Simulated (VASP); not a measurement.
Computed with PBE GGA, VASP's PBE PAW potentials (set 64) (plane waves; VASP 6.6.1).

Input for VASP

### POSCAR
```
BeCd3Te4
1
    6.3668070463     0.0000000000    -0.0000000000
   -0.0000000000     6.3668070463    -0.0000000000
    0.0000000000    -0.0000000000     6.3668070463
Cd Te Be
3 4 1
Direct
  0.0000000000   0.0000000000   1.0000000000
  0.5000000000   0.5000000000   0.0000000000
  0.5000000000   0.0000000000   0.5000000000
  0.2266455939   0.2733544061   0.2733544061
  0.7733544061   0.7266455939   0.2733544061
  0.7733544061   0.2733544061   0.7266455939
  0.2266455939   0.7266455939   0.7266455939
  0.0000000000   0.5000000000   0.5000000000
```

KPOINTS:
```
kpoints
0
Gamma
  3 3 3
```

### INCAR
```
ALGO  =  Normal
EDIFF  =  1E-6
ENCUT  =  400
GGA  =  PE
ISMEAR  =  0
LASPH  =  T
LCHARG  =  T
LMAXMIX  =  4
LREAL  =  F
LWAVE  =  F
NELM  =  100
PREC  =  Accurate
SIGMA  =  0.05
SYSTEM  =  BeCd3Te4
```

POTCAR, in this order: Cd Te Be (PBE.64 set). Program: vasp_std.

Output of the run:

File OSZICAR:
```
       N       E                     dE             d eps       ncg     rms          rms(c)
DAV:   1     0.336994395487E+03    0.33699E+03   -0.23616E+04   296   0.117E+03
DAV:   2    -0.216989612034E+01   -0.33916E+03   -0.33060E+03   337   0.290E+02
DAV:   3    -0.224046346225E+02   -0.20235E+02   -0.20126E+02   352   0.735E+01
DAV:   4    -0.227774817604E+02   -0.37285E+00   -0.37252E+00   384   0.868E+00
DAV:   5    -0.227821504119E+02   -0.46687E-02   -0.46684E-02   337   0.101E+00    0.993E+00
DAV:   6    -0.218077397892E+02    0.97441E+00   -0.22601E+00   316   0.114E+01    0.784E+00
DAV:   7    -0.217568931496E+02    0.50847E-01   -0.78115E-01   355   0.364E+00    0.342E+00
DAV:   8    -0.217594929214E+02   -0.25998E-02   -0.74107E-02   321   0.220E+00    0.923E-01
DAV:   9    -0.217613031297E+02   -0.18102E-02   -0.10969E-02   321   0.881E-01    0.226E-01
DAV:  10    -0.217613393774E+02   -0.36248E-04   -0.16637E-03   337   0.352E-01    0.113E-01
DAV:  11    -0.217616201700E+02   -0.28079E-03   -0.12173E-03   358   0.187E-01    0.705E-02
DAV:  12    -0.217615624898E+02    0.57680E-04   -0.16039E-04   316   0.949E-02    0.446E-02
DAV:  13    -0.217615645761E+02   -0.20863E-05   -0.19108E-05   313   0.159E-02    0.132E-02
DAV:  14    -0.217615638067E+02    0.76936E-06   -0.21367E-05   345   0.300E-02    0.276E-03
DAV:  15    -0.217615643091E+02   -0.50236E-06   -0.24572E-06   278   0.767E-03
   1 F= -.21761564E+02 E0= -.21761564E+02  d E =-.229707E-11
```

File OUTCAR:
```
------------------------ aborting loop because EDIFF is reached ----------------------------------------
  FORCE on cell =-STRESS in cart. coord.  units (eV):
  Direction    XX          YY          ZZ          XY          YZ          ZX
  --------------------------------------------------------------------------------------
  Total       -0.0264410     -0.0264410     -0.0264410      0.0000000      0.0000000      0.0000000
  in kB       -0.1641433     -0.1641433     -0.1641433      0.0000000      0.0000000      0.0000000
  external PRESSURE =      -0.1641433 kB  Pullay stress =       0.0000000 kB
  volume of cell :      258.09
      direct lattice vectors                 reciprocal lattice vectors
     6.366807046  0.000000000  0.000000000     0.157064600  0.000000000  0.000000000
     0.000000000  6.366807046  0.000000000     0.000000000  0.157064600  0.000000000
     0.000000000  0.000000000  6.366807046     0.000000000  0.000000000  0.157064600
 POSITION                                       TOTAL-FORCE (eV/Angst)
 -----------------------------------------------------------------------------------
      0.00000      0.00000      0.00000        -0.000000     -0.000000     -0.000000
      3.18340      3.18340      0.00000        -0.000000     -0.000000     -0.000000
      3.18340      0.00000      3.18340        -0.000000     -0.000000      0.000000
      1.44301      1.74039      1.74039        -0.007506      0.007506      0.007506
      4.92380      4.62641      1.74039         0.007506     -0.007506      0.007506
      4.92380      1.74039      4.62641         0.007506      0.007506     -0.007506
      1.44301      4.62641      4.62641        -0.007506     -0.007506     -0.007506
      0.00000      3.18340      3.18340        -0.000000     -0.000000      0.000000
 -----------------------------------------------------------------------------------
    total drift:                               -0.000000     -0.000000     -0.000000
  FREE ENERGIE OF THE ION-ELECTRON SYSTEM (eV)
  ---------------------------------------------------
  free  energy   TOTEN  =       -21.7615643091 eV

  energy  without entropy=      -21.7615643091  energy(sigma->0) =      -21.76156431
```
(Selected blocks of OUTCAR.)

The structure was generated: BeCd3Te4 was put into an ordered model structure (P-43m), which need not be its known phase. It was relaxed first.
